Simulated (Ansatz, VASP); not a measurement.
# CsAgMoO4 in two plane-wave programs

Aim: how closely do two programs agree when they are given the same cell, functional and k mesh? The cell is generated by rule, not measured, and may not be a known phase. The cell is taken from a series of runs on this material, whose earlier steps may have relaxed, scaled, displaced or heated it; both programs get it as it stands.

Method: plane waves, with VASP 6.6.1 beside it; zone-centre phonons at PBE with D4, in Ansatz 0.2.0.

The structure was built from a prototype and need not be the compound's stable phase.

### 1. The starting structure

Symmetry: F-43m, No. 216, cubic system. The conventional cell has a = 9.227 Å, b = 9.227 Å, c = 9.227 Å, α = 90.00°, β = 90.00°, γ = 90.00°. Nearest to Cs lie 12 O at 3.87 Å. Nearest to Ag lie 4 O at 2.22 Å. Nearest to Mo lie 4 O at 1.77 Å. Nearest to O lie 1 Mo at 1.77 Å and 1 Ag at 2.22 Å and 3 Cs at 3.87 Å. Farther neighbours and most contacts between anions are not listed.

Coordinates:

```xyz
7
Lattice="0.0000 4.6134 4.6134 4.6134 0.0000 4.6134 4.6134 4.6134 0.0000" Properties=species:S:1:pos:R:3 pbc="T T T"
Cs    6.9201    6.9201    6.9201
Ag    4.6134    4.6134    4.6134
Mo    2.3067    2.3067    2.3067
O     3.3310    5.8959    5.8959
O     5.8959    5.8959    3.3310
O     5.8959    3.3310    5.8959
O     3.3310    3.3310    3.3310
```

### 2. VASP: zone-centre phonons, PBE with D4

Second derivatives magnify differences that forces hide, and they need a tight electronic threshold.

Lines of VASP's logs that name or quote its potential files are left out, and so is its time.

Input file INCAR:

```
SYSTEM = CsAgMoO4
PREC = Accurate
ENCUT = 600
EDIFF = 1E-08
NELM = 120
ISMEAR = 0
SIGMA = 0.01
LREAL = .FALSE.
ALGO = Normal
GGA = PE
IVDW = 13
NBANDS = 36
LASPH = .TRUE.
LORBIT = 11
LWAVE = .FALSE.
LCHARG = .FALSE.
ISIF = 2
IBRION = 6
NFREE = 2
POTIM = 0.015
NSW = 1
GGA_COMPAT = .FALSE.
EFERMI = MIDGAP
KPAR = 2
```

Input file POSCAR:

```
CsAgMoO4
1.0
    0.0000000000      4.6134148383      4.6134148383
    4.6134148383      0.0000000000      4.6134148383
    4.6134148383      4.6134148383      0.0000000000
Cs Ag Mo O
1 1 1 4
Direct
    0.7500000000      0.7500000000      0.7500000000
    0.5000000000      0.5000000000      0.5000000000
    0.2500000000      0.2500000000      0.2500000000
    0.9169708176      0.3610097275      0.3610097275
    0.3610097275      0.3610097275      0.9169708176
    0.3610097275      0.9169708176      0.3610097275
    0.3610097275      0.3610097275      0.3610097275
```

Input file KPOINTS:

```
Automatic mesh
0
Gamma
4 4 4
0 0 0
```

Potentials, in the order of the species: Cs_sv, Ag, Mo_sv and O (PBE family, release 64).

Started as:

```sh
$ mpirun -np 2 vasp_std
```

Numbers of over 12 decimals in the logs are rounded to 6 here.

The program printed:

```text
[banner, memory and clock lines left out]
running    2 mpi-ranks, on    1 nodes
 distrk:  each k-point on    1 cores,    2 groups
 distr:  one band on    1 cores,    1 groups

 POSCAR found type information on POSCAR CsAgMoO
 POSCAR found :  4 types and       7 ions
 LDA part: xc-table for (Slater+PW92), standard interpolation
 POSCAR, INCAR and KPOINTS ok, starting setup
 FFT: planning ... GRIDC
 FFT: planning ... GRID_SOFT
 FFT: planning ... GRID
 WAVECAR not read
 entering main loop
       N       E                     dE             d eps       ncg     rms          rms(c)
DAV:   1     0.502897144347E+03    0.50290E+03   -0.32209E+04   640   0.160E+03
DAV:   2    -0.141541269601E+02   -0.51705E+03   -0.50823E+03   712   0.353E+02
DAV:   3    -0.563302824558E+02   -0.42176E+02   -0.41921E+02   716   0.104E+02
DAV:   4    -0.570659419710E+02   -0.73566E+00   -0.73315E+00   736   0.139E+01
DAV:   5    -0.570817450023E+02   -0.15803E-01   -0.15788E-01   724   0.182E+00    0.614E+01
DAV:   6    -0.479029059231E+02    0.91788E+01   -0.67769E+01   656   0.542E+01    0.129E+01
DAV:   7    -0.465164362474E+02    0.13865E+01   -0.21435E+01   656   0.309E+01    0.185E+01
DAV:   8    -0.459518987495E+02    0.56454E+00   -0.15791E+00   672   0.906E+00    0.643E+00
DAV:   9    -0.458872374480E+02    0.64661E-01   -0.32957E-01   784   0.410E+00    0.174E+00
DAV:  10    -0.458891479994E+02   -0.19106E-02   -0.27339E-02   700   0.120E+00    0.442E-01
DAV:  11    -0.458944731340E+02   -0.53251E-02   -0.74360E-03   628   0.598E-01    0.165E-01
DAV:  12    -0.458954146163E+02   -0.94148E-03   -0.31889E-03   660   0.267E-01    0.991E-02
DAV:  13    -0.458953338723E+02    0.80744E-04   -0.38332E-04   680   0.153E-01    0.802E-02
DAV:  14    -0.458953049238E+02    0.28949E-04   -0.12382E-04   624   0.602E-02    0.384E-02
DAV:  15    -0.458953005744E+02    0.43493E-05   -0.19963E-05   760   0.259E-02    0.852E-03
DAV:  16    -0.458952995539E+02    0.10206E-05   -0.15130E-06   640   0.746E-03    0.869E-03
DAV:  17    -0.458952991815E+02    0.37239E-06   -0.12000E-06   664   0.709E-03    0.165E-03
DAV:  18    -0.458952991568E+02    0.24726E-07   -0.52713E-08   700   0.154E-03    0.629E-04
DAV:  19    -0.458952991436E+02    0.13184E-07   -0.64433E-09   464   0.660E-04    0.208E-04
DAV:  20    -0.458952991451E+02   -0.14725E-08   -0.52064E-09   404   0.387E-04
   1 F= -.46847792E+02 E0= -.46847792E+02  d E =0.000000E+00
[... from here on, the cycles between the ionic steps are left out ...]
   2 F= -.46847792E+02 E0= -.46847792E+02  d E =0.000000E+00
   3 F= -.46847792E+02 E0= -.46847792E+02  d E =0.000000E+00
   4 F= -.46847377E+02 E0= -.46847377E+02  d E =0.000000E+00
   5 F= -.46847377E+02 E0= -.46847377E+02  d E =0.000000E+00
   6 F= -.46841391E+02 E0= -.46841391E+02  d E =0.000000E+00
   7 F= -.46841391E+02 E0= -.46841391E+02  d E =0.000000E+00
   8 F= -.46847040E+02 E0= -.46847040E+02  d E =0.000000E+00
 Finite differences progress:
  Degree of freedom:   4/  4
  Displacement:        1/  2
  Total:               7/  8
 bond charge predicted
       N       E                     dE             d eps       ncg     rms          rms(c)
DAV:   1    -0.458905671033E+02    0.41487E-02   -0.34086E+00  1736   0.988E+00    0.837E-01
DAV:   2    -0.458933993462E+02   -0.28322E-02   -0.41665E-02  2184   0.114E+00    0.558E-01
DAV:   3    -0.458929244484E+02    0.47490E-03   -0.29302E-03  2240   0.373E-01    0.153E-01
DAV:   4    -0.458927693664E+02    0.15508E-03   -0.82088E-04  2160   0.194E-01    0.708E-02
DAV:   5    -0.458927643568E+02    0.50096E-05   -0.18910E-04  2092   0.810E-02    0.240E-02
DAV:   6    -0.458927603025E+02    0.40544E-05   -0.18311E-05  2232   0.257E-02    0.148E-02
DAV:   7    -0.458927596429E+02    0.65952E-06   -0.85033E-06  2124   0.178E-02    0.520E-03
DAV:   8    -0.458927595535E+02    0.89454E-07   -0.23289E-06  2320   0.105E-02    0.191E-03
DAV:   9    -0.458927597362E+02   -0.18271E-06   -0.46667E-07  1936   0.416E-03    0.120E-03
DAV:  10    -0.458927597419E+02   -0.56598E-08   -0.50496E-08  2068   0.155E-03
   9 F= -.46845422E+02 E0= -.46845422E+02  d E =0.000000E+00
 Finite differences progress:
  Degree of freedom:   4/  4
  Displacement:        2/  2
  Total:               8/  8
```

OUTCAR, selected parts (step 2):

```text
ion  position               nearest neighbor table
   1  0.750  0.750  0.750-
   2  0.500  0.500  0.500-   7 2.22   5 2.22   6 2.22   4 2.22
   3  0.250  0.250  0.250-   4 1.77   5 1.77   6 1.77   7 1.77
   4  0.917  0.361  0.361-   3 1.77   2 2.22
   5  0.361  0.361  0.917-   3 1.77   2 2.22
   6  0.361  0.917  0.361-   3 1.77   2 2.22
   7  0.361  0.361  0.361-   3 1.77   2 2.22

  LATTYP: Found a face centered cubic cell.
 ALAT       =     9.2268296766

 Subroutine GETGRP returns: Found 24 space group operations
 (whereof 24 operations were pure point group operations)

The static configuration has the point symmetry T_d .

 Found      8 irreducible k-points:

   k-points           NKPTS =      8   k-points in BZ     NKDIM =      8   number of bands    NBANDS=     36

   dimension x,y,z NGX =    54 NGY =   54 NGZ =   54
   dimension x,y,z NGXF=   108 NGYF=  108 NGZF=  108

   ENCUT  =  600.0 eV  44.10 Ry    6.64 a.u.  13.03 13.03 13.03*2*pi/ulx,y,z

   NELECT =      58.0000    total number of electrons

 k-points in reciprocal lattice and weights: Automatic mesh
   0.00000000  0.00000000  0.00000000       0.016
   0.25000000  0.00000000  0.00000000       0.125
   0.50000000  0.00000000  0.00000000       0.062
   0.25000000  0.25000000  0.00000000       0.094
   0.50000000  0.25000000  0.00000000       0.375
  -0.25000000  0.25000000  0.00000000       0.188
   0.50000000  0.50000000  0.00000000       0.047
  -0.25000000  0.50000000  0.25000000       0.094

 average (electrostatic) potential at core
       1 -50.9973       2 -76.4209       3 -82.1216       4 -74.6038       5 -74.5589
       6 -74.5589       7 -74.5588

 E-fermi :   1.1770

 k-point     1 :       0.0000    0.0000    0.0000
  band No.  band energies     occupation
    ...
     25      -1.4681      2.00000
     26      -1.4572      2.00000
     27      -1.0249      2.00000
     28      -1.0096      2.00000
     29      -1.0079      2.00000
     30       2.6279      0.00000
     31       3.5784      0.00000
     32       3.5867      0.00000
     33       5.3729      0.00000
     34       5.3931      0.00000
    ...

 k-point     2 :       0.2500    0.0000    0.0000
  band No.  band energies     occupation
    ...
     25      -1.2961      2.00000
     26      -1.2941      2.00000
     27      -0.6835      2.00000
     28      -0.6802      2.00000
     29      -0.6425      2.00000
     30       3.0333      0.00000
     31       3.5578      0.00000
     32       3.5649      0.00000
     33       4.7460      0.00000
     34       5.3910      0.00000
    ...

 k-point     3 :       0.5000    0.0000    0.0000
  band No.  band energies     occupation
    ...
     25      -1.2754      2.00000
     26      -1.2738      2.00000
     27      -0.4232      2.00000
     28      -0.4230      2.00000
     29      -0.2886      2.00000
     30       3.5337      0.00000
     31       3.5392      0.00000
     32       3.5447      0.00000
     33       4.4095      0.00000
     34       5.2048      0.00000
    ...

  DFT-D4 for vdW energy calculation

  Edisp (eV):   -0.95266

  Total       0.23843     0.16098     0.16098    -0.12937     0.12339    -0.12937
  in kB       1.94520     1.31336     1.31336    -1.05544     1.00667    -1.05544
  external pressure =        1.52 kB  Pullay stress =        0.00 kB

  energy-cutoff  :      600.00
  volume of cell :      196.38
      direct lattice vectors                 reciprocal lattice vectors
     0.000000000  4.613414838  4.613414838    -0.108379588  0.108379588  0.108379588
     4.613414838  0.000000000  4.613414838     0.108379588 -0.108379588  0.108379588
[...]
5.89585      5.89585      3.33098        -0.073000     -0.062772      0.078830
      5.89585      3.33098      5.89585        -0.073000      0.078830     -0.062772
      3.33098      3.33098      3.33098         0.089686      0.062914      0.062914
 -----------------------------------------------------------------------------------
    total drift:                               -0.000141      0.000010      0.000009

  FREE ENERGIE OF THE ION-ELECTRON SYSTEM (eV)
  ---------------------------------------------------
  free  energy   TOTEN  =       -46.8454219379 eV

  energy  without entropy=      -46.8454219379  energy(sigma->0) =      -46.84542194

 Eigenvectors and eigenvalues of the dynamical matrix
 ----------------------------------------------------

   1 f  =   27.156088 THz   170.626732 2PiTHz  905.829585 cm-1   112.308504 meV
             X         Y         Z           dx          dy          dz
      6.920122  6.920122  6.920122     0.000000    0.000000   -0.000000
      4.613415  4.613415  4.613415     0.000000    0.000000   -0.000000
      2.306707  2.306707  2.306707    -0.000000   -0.000000   -0.000000
      3.330975  5.895854  5.895854    -0.288675    0.288675    0.288675
      5.895854  5.895854  3.330975     0.288675    0.288675   -0.288675
      5.895854  3.330975  5.895854     0.288675   -0.288675    0.288675
      3.330975  3.330975  3.330975    -0.288675   -0.288675   -0.288675

   2 f  =   25.055717 THz   157.429713 2PiTHz  835.768758 cm-1   103.622073 meV
             X         Y         Z           dx          dy          dz
      6.920122  6.920122  6.920122    -0.001900    0.001115    0.000726
      4.613415  4.613415  4.613415     0.012125   -0.007119   -0.004633
      2.306707  2.306707  2.306707     0.355375   -0.208657   -0.135772
      3.330975  5.895854  5.895854    -0.424876    0.417977    0.414550
      5.895854  5.895854  3.330975    -0.181474   -0.154953    0.171148
      5.895854  3.330975  5.895854    -0.266496    0.259597   -0.243402
      3.330975  3.330975  3.330975    -0.023093    0.003427    0.000000

   3 f  =   25.055717 THz   157.429713 2PiTHz  835.768758 cm-1   103.622073 meV
             X         Y         Z           dx          dy          dz
      6.920122  6.920122  6.920122     0.001303    0.001303    0.001408
      4.613415  4.613415  4.613415    -0.008318   -0.008318   -0.008989
      2.306707  2.306707  2.306707    -0.243786   -0.243786   -0.263439
      3.330975  5.895854  5.895854    -0.142190    0.165116    0.166040
      5.895854  5.895854  3.330975     0.142190    0.142190   -0.118341
      5.895854  3.330975  5.895854     0.165116   -0.142190    0.166040
      3.330975  3.330975  3.330975     0.449496    0.449496    0.450420

   4 f  =   25.055717 THz   157.429713 2PiTHz  835.768758 cm-1   103.622073 meV
             X         Y         Z           dx          dy          dz
      6.920122  6.920122  6.920122    -0.000269   -0.001561    0.001694
      4.613415  4.613415  4.613415     0.001720    0.009965   -0.010813
      2.306707  2.306707  2.306707     0.050402    0.292051   -0.316906
      3.330975  5.895854  5.895854    -0.046264    0.030162    0.058795
      5.895854  5.895854  3.330975    -0.386946   -0.398308    0.399477
      5.895854  3.330975  5.895854     0.323411   -0.339513    0.340682
      3.330975  3.330975  3.330975    -0.017271   -0.028633   -0.000000

   5 f  =    9.235547 THz    58.028653 2PiTHz  308.064686 cm-1    38.195136 meV
             X         Y         Z           dx          dy          dz
      6.920122  6.920122  6.920122     0.007987    0.012924   -0.011826
      4.613415  4.613415  4.613415     0.053821    0.087095   -0.079692
      2.306707  2.306707  2.306707    -0.225207   -0.364437    0.333459
      3.330975  5.895854  5.895854     0.110995    0.406305   -0.205965
      5.895854  5.895854  3.330975    -0.213916   -0.091768    0.118945
      5.895854  3.330975  5.895854     0.408287    0.109013   -0.081836
      3.330975  3.330975  3.330975     0.083377    0.205524   -0.406746

   6 f  =    9.235547 THz    58.028653 2PiTHz  308.064686 cm-1    38.195136 meV
             X         Y         Z           dx          dy          dz
      6.920122  6.920122  6.920122    -0.016936    0.002374   -0.008844
      4.613415  4.613415  4.613415    -0.114129    0.015998   -0.059595
      2.306707  2.306707  2.306707     0.477558   -0.066940    0.249369
      3.330975  5.895854  5.895854    -0.287406   -0.072833   -0.350333
      5.895854  5.895854  3.330975    -0.347086    0.130607   -0.290654
      5.895854  3.330975  5.895854    -0.065084   -0.295155    0.135108
      3.330975  3.330975  3.330975    -0.124763    0.352929    0.075429

   7 f  =    9.235547 THz    58.028653 2PiTHz  308.064686 cm-1    38.195136 meV
             X         Y         Z           dx          dy          dz
      6.920122  6.920122  6.920122     0.004478   -0.014071   -0.012354
      4.613415  4.613415  4.613415     0.030180   -0.094824   -0.083250
      2.306707  2.306707  2.306707    -0.126283    0.396778    0.348350
      3.330975  5.895854  5.895854    -0.277659    0.040353    0.082838
      5.895854  5.895854  3.330975     0.076083   -0.382802   -0.270905
      5.895854  3.330975  5.895854     0.032909   -0.270216   -0.383491
      3.330975  3.330975  3.330975     0.386652   -0.072234   -0.029748

   8 f  =    7.987827 THz    50.188997 2PiTHz  266.445226 cm-1    33.034983 meV
             X         Y         Z           dx          dy          dz
      6.920122  6.920122  6.920122    -0.000000   -0.000000    0.000000
      4.613415  4.613415  4.613415     0.000000    0.000000   -0.000000
      2.306707  2.306707  2.306707    -0.000000   -0.000000   -0.000000
      3.330975  5.895854  5.895854    -0.350768   -0.356275    0.005507
      5.895854  5.895854  3.330975     0.350768   -0.356275   -0.005507
      5.895854  3.330975  5.895854     0.350768    0.356275    0.005507
      3.330975  3.330975  3.330975    -0.350768    0.356275   -0.005507

   9 f  =    7.987827 THz    50.188997 2PiTHz  266.445226 cm-1    33.034983 meV
             X         Y         Z           dx          dy          dz
      6.920122  6.920122  6.920122    -0.000000   -0.000000    0.000000
      4.613415  4.613415  4.613415    -0.000000   -0.000000    0.000000
      2.306707  2.306707  2.306707     0.000000    0.000000   -0.000000
      3.330975  5.895854  5.895854     0.208875   -0.199336    0.408211
      5.895854  5.895854  3.330975    -0.208875   -0.199336   -0.408211
      5.895854  3.330975  5.895854    -0.208875    0.199336    0.408211
      3.330975  3.330975  3.330975     0.208875    0.199336   -0.408211

  10 f  =    3.329016 THz    20.916822 2PiTHz  111.044008 cm-1    13.767696 meV
             X         Y         Z           dx          dy          dz
      6.920122  6.920122  6.920122     0.010809    0.008455   -0.051898
      4.613415  4.613415  4.613415    -0.157671   -0.123340    0.757064
      2.306707  2.306707  2.306707     0.077959    0.060984   -0.374323
      3.330975  5.895854  5.895854     0.007725    0.092844   -0.222236
      5.895854  5.895854  3.330975    -0.007456   -0.019743   -0.207055
      5.895854  3.330975  5.895854     0.100905   -0.000337   -0.226462
      3.330975  3.330975  3.330975     0.085724    0.073438   -0.241643

  11 f  =    3.329016 THz    20.916822 2PiTHz  111.044008 cm-1    13.767696 meV
             X         Y         Z           dx          dy          dz
      6.920122  6.920122  6.920122     0.008754    0.051954    0.010287
      4.613415  4.613415  4.613415    -0.127697   -0.757886   -0.150069
      2.306707  2.306707  2.306707     0.063139    0.374730    0.074200
      3.330975  5.895854  5.895854     0.093718    0.223216    0.005689
      5.895854  5.895854  3.330975     0.000436    0.225969    0.098971
      5.895854  3.330975  5.895854     0.075247    0.241686    0.083254
      3.330975  3.330975  3.330975    -0.018034    0.207499   -0.010028

  12 f  =    3.329016 THz    20.916822 2PiTHz  111.044008 cm-1    13.767696 meV
             X         Y         Z           dx          dy          dz
      6.920122  6.920122  6.920122     0.051848   -0.010534    0.009082
      4.613415  4.613415  4.613415    -0.756341    0.153670   -0.132485
      2.306707  2.306707  2.306707     0.373966   -0.075981    0.065506
      3.330975  5.895854  5.895854     0.222831   -0.007146    0.095264
    [... 90 further lines ...]
      5.895854  5.895854  3.330975     0.409853   -0.368931    0.040922
      5.895854  3.330975  5.895854    -0.409853    0.025160    0.435013
      3.330975  3.330975  3.330975     0.066083   -0.025160   -0.040922

 ELASTIC MODULI CONTR FROM IONIC RELAXATION (kBar)
 Direction    XX          YY          ZZ          XY          YZ          ZX
 --------------------------------------------------------------------------------
 XX        -470.7120   -234.8036   -234.8036     -0.0000      0.0000      0.0000
 YY        -234.8036   -470.7120   -234.8036      0.0000      0.0000     -0.0000
 ZZ        -234.8036   -234.8036   -470.7120     -0.0000      0.0000     -0.0000
 XY          -0.0000      0.0000     -0.0000   -449.0652      0.0000      0.0000
 YZ           0.0000      0.0000     -0.0000      0.0000   -449.0652     -0.0000
 ZX           0.0000      0.0000     -0.0000      0.0000     -0.0000   -449.0652
 --------------------------------------------------------------------------------

 total charge
# of ion       s       p       d       tot
------------------------------------------
    1        1.827   4.709   0.009   6.545
    2        0.216   0.224   9.336   9.776
    3        2.455   6.376   4.093  12.924
    4        1.572   3.427   0.000   4.999
    5        1.572   3.427   0.000   4.999
    6        1.572   3.427   0.000   4.999
    7        1.572   3.427   0.000   4.999
--------------------------------------------------
tot         10.786  25.018  13.438  49.242

[... 3 further parts left out ...]
```

CONTCAR:

```
CsAgMoO4
   1.00000000000000
     0.0000000000000000    4.6134148382999998    4.6134148382999998
     4.6134148382999998    0.0000000000000000    4.6134148382999998
     4.6134148382999998    4.6134148382999998    0.0000000000000000
  Cs              Ag              Mo              O
     1     1     1     4
Direct
     0.7500000000000000    0.7500000000000000    0.7500000000000000
     0.5000000000000000    0.5000000000000000    0.5000000000000000
     0.2500000000000000    0.2500000000000000    0.2500000000000000
     0.9185965114217978    0.3593840336782027    0.3593840336782027
     0.3610097274999973    0.3610097274999973    0.9169708176000029
     0.3610097274999973    0.9169708176000029    0.3610097274999973
     0.3610097274999973    0.3610097274999973    0.3610097274999973
```

This run has no spin polarisation, so a moment on Mo, if there is one, isn't seen.

Levels, forces or a CONTCAR printed for this step are those of its last displaced cell, not of the structure at rest.

[end of part 1 of 2]

[Lines on the potential files, build, host, timing and source positions are cut from VASP's logs without a mark.]

[Logs are printed without paths, hosts, clocks, repeated set-up lines and the standing remarks that a program may print on its own settings, such as how far it seeks lower states.]

[Hosts, paths, dates, database ids (printed as entryN), source tags and the programs' standing remarks are cut or masked in the printed files.]
